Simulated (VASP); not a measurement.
An input for Ansatz (written as the equivalent of a VASP run, and not itself run):

Ansatz 0.2 input:
```yaml
crystal:
  lattice:
    - [0.0000000, 3.1010302, 3.1010302]
    - [3.1010302, 0.0000000, 3.1010302]
    - [3.1010302, 3.1010302, 0.0000000]
  atoms:
    - { symbol: Li, position: [0.2500000, 0.2500000, 0.2500000] }
    - { symbol: Li, position: [0.7500000, 0.7500000, 0.7500000] }
    - { symbol: Se, position: [0.0000000, 0.0000000, 0.0000000] }
kpoints:
  mp_grid: { grid: [6, 6, 6] }
hamiltonian:
  xc: rpbe
  pseudopotentials: { kind: paw }
scf:
  occupations: { method: gaussian, width: 0.05 }
  max_iter: 100
output: { forces: true, stress: true, eigenvalues: true }
```

### Question
Translate this input to VASP (INCAR, KPOINTS, POSCAR, choice of POTCAR).

### Answer
One answer among several that fit: 
### KPOINTS
```
Regular mesh
0
G
6 6 6
```

### INCAR
```
SYSTEM = Li2Se
PREC = Accurate
ENCUT = 520
EDIFF = 1E-7
NELM = 100
ALGO = Normal
LREAL = .FALSE.
LASPH = .TRUE.
ISMEAR = 0
SIGMA = 0.05
GGA = RP
LMAXMIX = 4
LWAVE = .FALSE.
LCHARG = .FALSE.
ISIF = 2
```

POSCAR:
```
Li2Se
1
    0.0000000000     3.1010301625     3.1010301625
    3.1010301625     0.0000000000     3.1010301625
    3.1010301625     3.1010301625     0.0000000000
Li Se
2 1
Direct
  0.2500000000   0.2500000000   0.2500000000
  0.7500000000   0.7500000000   0.7500000000
  0.0000000000   0.0000000000   0.0000000000
```

POTCAR, in this order: Li_sv Se (PBE.64 set). Program: vasp_std.

What does not carry over: each code has its own PAW files, so the cut-off isn't converted (ENCUT is set for VASP's; basis.ecutwfc is left out, and Ansatz then takes the one that its files recommend); Ansatz stops its SCF on the density residual and VASP on the energy change (EDIFF).

The compound is Li2Se in the antifluorite structure. This cell is one point of a volume scan, at 1.06 of the reference volume.
